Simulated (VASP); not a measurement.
A run of VASP 6.6.1 is set up as follows.

The input INCAR:

```
ALGO = Normal
BPARAM = 15.7
CPARAM = 0.0093
EDIFF = 1E-6
ENCUT = 520
ISIF = 2
ISMEAR = -1
IVDW_NL = 2
LASPH = True
LCHARG = False
LMIXTAU = True
LREAL = False
LUSE_VDW = True
LWAVE = False
METAGGA = SCAN
NELM = 60
PREC = Accurate
SIGMA = 0.05
```

Contents of KPOINTS:

```
k-points
0
Gamma
  16 16 4
```

POSCAR

```
C
1.0
    2.4610000000      0.0000000000      0.0000000000
   -1.2305000000      2.1312885187      0.0000000000
    0.0000000000      0.0000000000      6.1713600000
C
4
Direct
    0.0000000000      0.0000000000      0.2500000000
    0.3333333333      0.6666666667      0.2500000000
    0.0000000000      0.0000000000      0.7500000000
    0.6666666667      0.3333333333      0.7500000000
```

Potentials or basis: VASP PAW PBE potentials, release 64 (C).

Command:

```bash
$ cat potpaw_PBE.64/C/POTCAR > POTCAR
$ mpirun -np 1 vasp_std > vasp.out
```

Task: Predict the band gap on the k mesh.

Result: 0.30 eV, direct.

Task: What does it give for the pressure?

Result: -1.7 GPa.

Stress tensor (GPa, compression positive):
```
-5.10  0.00  0.00
 0.00 -5.10  0.00
 0.00  0.00  5.16
```

Caveat: the PAW data sets were made with another functional, which shifts forces and pressure a little. SCAN opens gaps a little over a GGA but as a rule still falls short of measured ones.
